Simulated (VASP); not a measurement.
Input:

```
Se
1.0
    4.54266     0.00000     0.00000
   -2.27133     3.93406     0.00000
    0.00000     0.00000     5.02062
Se
3
Direct
  0.21789   0.00000   0.33333
  0.00000   0.21789   0.66667
  0.78211   0.78211   0.00000
```

Computed with PBE GGA, VASP's PBE PAW potentials (set 64) (plane waves; VASP 6.6.1). Numerical set-up: 300 eV cut-off, 6×6×5 Γ-centred mesh, Gaussian smearing of 0.010 eV, potentials Se.

Task: Predict the energy per atom (σ→0), largest force.

Result: 
| Quantity | Value |
|---|---|
| energy per atom (σ→0) | -3503 meV/atom |
| largest force | 0.061 eV/Å |

The structure comes from a computed database's Se entry; how it stands against other phases isn't given here. The cell was not relaxed at this level.
